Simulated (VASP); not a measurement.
Here is the system:

```xyz
2
Lattice="1.8422 -3.1908 0.0000 1.8422 3.1908 0.0000 0.0000 0.0000 5.6761" Properties=species:S:1:pos:R:3 pbc="T T T"
Y      1.8422     1.0636     1.4190
Y      1.8422    -1.0636     4.2571
```

Calculation: r2SCAN meta-GGA, VASP's PBE PAW potentials (set 64) (plane waves; VASP). Settings: 520 eV cut-off, 13×13×7 Γ-centred mesh, tetrahedra with Blöchl corrections, potentials Y_sv.

Problem. What does the run give for the energy per atom (σ→0), band gap (over mesh and band path) with the smallest direct gap where there is one?

Solution. 
```yaml
band gap (over mesh and band path): none (metal, semimetal or under 0.01 eV)
energy per atom (σ→0): -1955.9 kJ/mol of atoms
```

Total energies compare only between runs with the same potentials, cut-off and functional.

The compound is Y in the hcp structure. It was relaxed first.
